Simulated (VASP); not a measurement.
Crystal: Al.

```
Al
1.0
     0.00000    2.02481    2.02481
     2.02481    0.00000    2.02481
     2.02481    2.02481    0.00000
Al
1
Direct
  0.00000 0.00000 0.00000
```

* Program: VASP 6.6.1
* Task: relaxation of cell and atoms
* Functional: PBE
* Dispersion: D3(BJ)
* Potentials or basis: VASP PAW PBE potentials, release 64 (Al)
* Cutoff: 520 eV
* k mesh: 18 × 18 × 18
* Occupations: gaussian, width 0.1 eV
* Spin: no spin polarisation

At the start: pressure -3.9 GPa; volume 16.60 Å³/atom.

**Question.** Where does the relaxation end?

**Answer.** Over 3 steps the energy falls by 10.4 meV/atom and the volume is 15.78 Å³/atom (-5.0 %); space group Fm-3m (No. 225, to 0.05 Å).

Step by step:
```
step  energy change (eV)  largest force (eV/Å)  pressure (GPa)  volume (Å³)
   1              0.0000                0.0000           -3.85        16.60
   2             -0.0101                0.0000            0.66        15.66
   3             -0.0104                0.0000            0.01        15.78
```

Final structure:
```xyz
1
Lattice="0.0000 1.9908 1.9908 1.9908 0.0000 1.9908 1.9908 1.9908 0.0000" Properties=species:S:1:pos:R:3 pbc="T T T"
Al    0.0000    0.0000    0.0000
```

Caveat: pairwise dispersion overbinds metals, which lowers pressure and volume.
